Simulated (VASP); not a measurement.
Set up this calculation in VASP 6.6.1, as the native input.

* Task: single point
* Functional: LDA
* Potentials or basis: VASP PAW LDA potentials, release 64 (Rb_sv, Pd, Se)
* Cutoff: 520 eV
* k mesh: 6 × 6 × 6
* Occupations: gaussian, width 0.1 eV
* Spin: no spin polarisation
* Dipole correction: no
* Further INCAR settings: ALGO = Fast; EDIFF = 1e-06; NBANDS = 28

The structure of Rb2PdSe2 lies in POSCAR:

```
Rb2PdSe2
1.0
   -1.9028737800      3.8314238800      5.0824115350
    1.9028737800     -3.8314238800      5.0824115350
    1.9028737800      3.8314238800     -5.0824115350
Rb Pd Se
2 1 2
Direct
    0.6940393800      0.1940393800      0.5000000000
    0.3059606200      0.8059606200      0.5000000000
    0.0000000000      0.0000000000      0.0000000000
    0.2127809000      0.5000000000      0.7127809000
    0.7872191000      0.5000000000      0.2872191000
```

The cell comes from a database or a generator and needn't be the stable form of this composition.

The input as run:

INCAR

```
PREC = Accurate ; ENCUT = 520
EDIFF = 1E-6 ; ISMEAR = 0
SIGMA = 0.1 ; LREAL = False
LASPH = True ; NELM = 100
ALGO = Fast ; ISIF = 2
LWAVE = False ; LCHARG = False
NBANDS = 28
```

KPOINTS

```
regular mesh
0
Gamma
  6 6 6
```

Potentials or basis: VASP PAW LDA potentials, release 64 (Rb_sv, Pd, Se).

Launch:

```console
$ cat potpaw_LDA.64/Rb_sv/POTCAR potpaw_LDA.64/Pd/POTCAR potpaw_LDA.64/Se/POTCAR > POTCAR
$ mpirun -np 1 vasp_std > vasp.out
```

Results of the run:

The pressure is -2.9 GPa and the largest force is 0.398 eV/Å. The band gap on the k mesh is 0.86 eV, indirect (least direct gap 1.30 eV).

Run time: 4.5 min on 1 thread of Intel(R) Xeon(R) Platinum 8375C CPU @ 2.90GHz (Ice Lake), with other jobs on the host, peak memory 0.4 GiB.
